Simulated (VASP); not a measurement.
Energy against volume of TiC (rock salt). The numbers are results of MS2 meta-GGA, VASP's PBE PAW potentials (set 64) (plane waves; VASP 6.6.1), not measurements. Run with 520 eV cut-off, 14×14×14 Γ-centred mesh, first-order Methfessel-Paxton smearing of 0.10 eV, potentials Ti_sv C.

| V (Å³/atom) | E (eV/atom) |
|---|---|
| 9.813 | -12.70679 |
| 10.117 | -12.71526 |
| 10.420 | -12.70861 |
| 10.724 | -12.68894 |

Task: Fit these four points and predict the energy of the run at 9.510 Å³/atom.

Result: A cubic in V^(−2/3), the third-order Birch-Murnaghan form, passes through the four points with V0 = 10.13 Å³/atom and B0 = 264 GPa, and gives -12.6807 eV/atom there. The run gave -12.6808 eV/atom, -0.1 meV/atom from the fit; all five points give B0 = 264 GPa.

The compound is TiC in the rock salt structure. It was relaxed first.
